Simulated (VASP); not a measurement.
Input of a VASP 6.6.1 run:

File INCAR:

```
ALGO = Normal
EDIFF = 1E-6
EDIFFG = -0.01
ENCUT = 600
GGA = PS
IBRION = 2
ISIF = 3
ISMEAR = 1
KPAR = 4
LASPH = T
LCHARG = F
LREAL = F
LWAVE = F
NELM = 80
NSW = 90
PREC = Accurate
SIGMA = 0.1
```

File KPOINTS:

```
k-points
0
Gamma
  8 8 8
```

File POSCAR:

```
Sc7VN8
1.0
   -4.3061961200      4.3061961200      0.0000000000
   -4.3061961200      0.0000000000      4.3061961200
    0.0000000000      4.3061961200      4.3061961200
Sc V N
7 1 8
Direct
    0.0000000000      0.0000000000      0.0000000000
    0.5000000000      0.0000000000      0.0000000000
    0.0000000000      0.5000000000      0.0000000000
    0.0000000000      0.0000000000      0.5000000000
    0.5000000000      0.5000000000      0.0000000000
    0.5000000000      0.0000000000      0.5000000000
    0.0000000000      0.5000000000      0.5000000000
    0.5000000000      0.5000000000      0.5000000000
    0.7500000000      0.7500000000      0.7500000000
    0.2500000000      0.7500000000      0.7500000000
    0.7500000000      0.2500000000      0.7500000000
    0.7500000000      0.7500000000      0.2500000000
    0.2500000000      0.2500000000      0.7500000000
    0.2500000000      0.7500000000      0.2500000000
    0.7500000000      0.2500000000      0.2500000000
    0.2500000000      0.2500000000      0.2500000000
```

Potentials or basis: VASP PAW PBE potentials, release 64 (Sc_sv, V_sv, N).

Run with:

```console
$ cat potpaw_PBE.64/Sc_sv/POTCAR potpaw_PBE.64/V_sv/POTCAR potpaw_PBE.64/N/POTCAR > POTCAR
$ mpirun -np 4 vasp_std > vasp.out
```

Question: Estimate the band gap on the k mesh.

Answer: None (metal or under the smearing width).

Question: Predict the space group after relaxing (to 0.05 Å).

Answer: Fm-3m (No. 225).

Question: Estimate the relaxed volume.

Answer: 10.72 Å³/atom.

Step by step:
```csv
step,energy change (eV),largest force (eV/Å),pressure (GPa),volume (Å³)
1,0.0000,1.3506,19.34,159.70
2,0.1502,0.0184,-18.00,189.19
3,-0.8568,0.5837,-1.68,172.98
4,-0.8573,0.5975,-1.30,172.68
5,-0.9248,0.1606,-0.11,171.64
6,-0.9293,0.0067,0.34,171.28
7,-0.9293,0.0208,0.30,171.31
8,-0.9294,0.0016,-0.30,171.77
9,-0.9296,0.0087,-0.04,171.57
```

Caveat: the PAW data sets were made with another functional, which shifts forces and pressure a little; the run has no spin polarisation, though such a crystal can be magnetic. With open d or f shells a metallic result of PBEsol can be an artefact of self-interaction; +U or a hybrid may open a gap.
